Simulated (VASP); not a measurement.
```
Al2Au
1.0
    0.00000     3.16281     3.16281
    3.16281     0.00000     3.16281
    3.16281     3.16281     0.00000
Al Au
2 1
Cartesian
  1.58140   1.58140   1.58140
  4.74421   4.74421   4.74421
  0.00000   0.00000   0.00000
```

The numbers are results of vdW-DF2, VASP's PBE PAW potentials (set 64) (plane waves; VASP), not measurements. Numerical set-up: 520 eV cut-off, 9×9×9 Γ-centred mesh, first-order Methfessel-Paxton smearing of 0.10 eV, potentials Al Au.

**Question.** Give the stress tensor in GPa (positive for a compressed cell).

**Answer.** 
```
-3.80   0.00   0.00
 0.00  -3.80   0.00
 0.00   0.00  -3.80
```
The pressure is its mean diagonal, -3.80 GPa.

The compound is AuAl2 in the fluorite structure. This cell is one point of a volume scan, at 1.06 of the reference volume. The electron count is odd and the run is not spin-polarised, which forces a metal.
